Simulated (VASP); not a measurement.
VASP ran on this input.

### KPOINTS
```
Automatic mesh
0
Gamma
8 8 2
0 0 0
```

INCAR:
```
SYSTEM = MoSe2
PREC = Accurate; ENCUT = 520; LREAL = F
LASPH = T
EDIFF = 1E-7; NELM = 100; ALGO = Normal
LMAXMIX = 4
ISMEAR = 0; SIGMA = 0.05
GGA = PE; IVDW = 12
IBRION = 2; NSW = 30; ISIF = 4
EDIFFG = -0.01
LWAVE = F; LCHARG = F
```

**POSCAR**
```
MoSe2
1.0
  1.6228723464  -2.8108977711   0.0000000000
  1.6228723464   2.8108977711   0.0000000000
  0.0000000000   0.0000000000  12.5763295212
Mo Se
2 4
Direct
  0.3333330000   0.6666670000   0.2500000000
  0.6666670000   0.3333330000   0.7500000000
  0.3333330000   0.6666670000   0.8818592666
  0.6666670000   0.3333330000   0.3818592666
  0.6666670000   0.3333330000   0.1181407334
  0.3333330000   0.6666670000   0.6181407334
```

POTCAR, in this order: Mo_sv Se (PBE.64 set). Program: vasp_std.

Task: Write an equivalent input for Quantum ESPRESSO's pw.x.

Result: One equivalent input (not run):
```
&CONTROL
  calculation = 'vc-relax'
  pseudo_dir = './pseudo'
  outdir = './out'
  tprnfor = .true.
  tstress = .true.
  nstep = 30
  forc_conv_thr = 0.00039
/
&SYSTEM
  ibrav = 0
  nat = 6
  ntyp = 2
  ecutwfc = 86
  occupations = 'smearing'
  smearing = 'gaussian'
  degauss = 0.003675
  input_dft = 'pbe'
  vdw_corr = 'grimme-d3'
  dftd3_version = 4
  dftd3_threebody = .false.
/
&ELECTRONS
  conv_thr = 7.3e-09
  electron_maxstep = 100
/
&IONS
/
&CELL
  cell_dofree = 'shape'
/
ATOMIC_SPECIES
  Mo 95.950 Mo.upf
  Se 78.971 Se.upf
CELL_PARAMETERS angstrom
     1.6228723   -2.8108978    0.0000000
     1.6228723    2.8108978    0.0000000
     0.0000000    0.0000000   12.5763295
ATOMIC_POSITIONS crystal
  Mo   0.3333330  0.6666670  0.2500000
  Mo   0.6666670  0.3333330  0.7500000
  Se   0.3333330  0.6666670  0.8818593
  Se   0.6666670  0.3333330  0.3818593
  Se   0.6666670  0.3333330  0.1181407
  Se   0.3333330  0.6666670  0.6181407
K_POINTS automatic
  8 8 2 0 0 0
```
Limits of the translation: the potentials are each code's own (VASP's PAW set, PseudoDojo norm-conserving files in pw.x), so ENCUT and ecutwfc are chosen apart and not converted; conv_thr bounds pw.x's estimated SCF error, while EDIFF bounds the energy change between steps; forc_conv_thr acts on force components and is met together with etot_conv_thr.

The compound is MoSe2 in the 2H layered structure. This cell is one point of a volume scan, at 0.97 of the reference volume. Symmetry was kept, so distortions that lower it aren't found.
